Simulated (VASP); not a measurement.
The input files of a VASP run:

INCAR:
```
PREC=Accurate
PSTRESS=300   ! kbar
NELM=100   ! most electronic steps
ISIF=3   ! ions, shape and volume
LWAVE=.FALSE.
LMAXMIX=4
SIGMA=0.05   ! width (eV)
IBRION=2
ENCUT=500   ! plane-wave cut-off (eV)
EDIFFG=-0.02
LASPH=.TRUE.
ISMEAR=0
NSW=40   ! most ionic steps
GGA=PS   ! PBEsol
LCHARG=.FALSE.
SYSTEM=AlAs
EDIFF=1E-6   ! SCF stop (eV)
ALGO=Normal
LREAL=.FALSE.
```

### POSCAR
```
AlAs
1
    3.6812023144     0.0000000001    -0.0000000000
   -1.8406011570     3.1880156686    -0.0000000000
   -0.0000000000    -0.0000000000     6.0971684896
Al As
2 2
Direct
  0.3333330000   0.6666670000   0.0014978271
  0.6666670000   0.3333330000   0.5014978271
  0.3333330000   0.6666670000   0.3735021729
  0.6666670000   0.3333330000   0.8735021729
```

KPOINTS:
```
Automatic mesh
0
gamma
  7 7 4
```

POTCAR, in this order: Al As (PBE.64 set). Program: vasp_std.

Task: Translate this PBEsol calculation to Quantum ESPRESSO's pw.x.

Result: One equivalent input (not run):
```
&CONTROL
  calculation = 'vc-relax'
  pseudo_dir = './pseudo'
  outdir = './out'
  tprnfor = .true.
  tstress = .true.
  nstep = 40
  forc_conv_thr = 0.00078
/
&SYSTEM
  ibrav = 0
  nat = 4
  ntyp = 2
  ecutwfc = 84
  occupations = 'smearing'
  smearing = 'gaussian'
  degauss = 0.003675
  input_dft = 'pbesol'
/
&ELECTRONS
  conv_thr = 7.3e-08
  electron_maxstep = 100
/
&IONS
/
&CELL
  press = 300
/
ATOMIC_SPECIES
  Al 26.982 Al.upf
  As 74.922 As.upf
CELL_PARAMETERS angstrom
     3.6812023    0.0000000   -0.0000000
    -1.8406012    3.1880157   -0.0000000
    -0.0000000   -0.0000000    6.0971685
ATOMIC_POSITIONS crystal
  Al   0.3333330  0.6666670  0.0014978
  Al   0.6666670  0.3333330  0.5014978
  As   0.3333330  0.6666670  0.3735022
  As   0.6666670  0.3333330  0.8735022
K_POINTS automatic
  7 7 4 0 0 0
```
What does not carry over: the potentials are each code's own (VASP's PAW set, PseudoDojo norm-conserving files in pw.x), so ENCUT and ecutwfc are chosen apart and not converted; conv_thr bounds pw.x's estimated SCF error, while EDIFF bounds the energy change between steps; forc_conv_thr acts on force components and is met together with etot_conv_thr.

The structure was generated: AlAs was put into the wurtzite type (P6_3mc), which need not be its known phase. It was relaxed first under an external pressure of 30 GPa.
